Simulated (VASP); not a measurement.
```yaml
crystal:
  lattice:
    - [4.15071, 0.00000, 0.00000]
    - [0.00000, 4.15071, 0.00000]
    - [0.00000, 0.00000, 4.15071]
  atoms:
    - { symbol: Cs, position: [0.00000, 0.00000, 0.00000] }
    - { symbol: Cl, position: [0.50000, 0.50000, 0.50000] }
```

Calculation: PW91 GGA, VASP's PBE PAW potentials (set 64) (plane waves; VASP). Settings: 520 eV cut-off, 6×6×6 Γ-centred mesh, Gaussian smearing of 0.050 eV, potentials Cs_sv Cl.

Unless said otherwise, spin-orbit coupling is left out, though it shifts the bands of the heavy elements here.

### Question
Predict the energy per atom (σ→0), band gap (on the k-mesh) with the smallest direct gap where there is one.

### Answer

band gap (on the k-mesh): 5.18 eV
smallest direct gap (on the k-mesh): 5.18 eV
energy per atom (σ→0): -3.299 eV/atom

Total energies compare only between runs with the same potentials, cut-off and functional.

The compound is CsCl in the CsCl type structure. This cell is one point of a volume scan, at 0.97 of the reference volume.
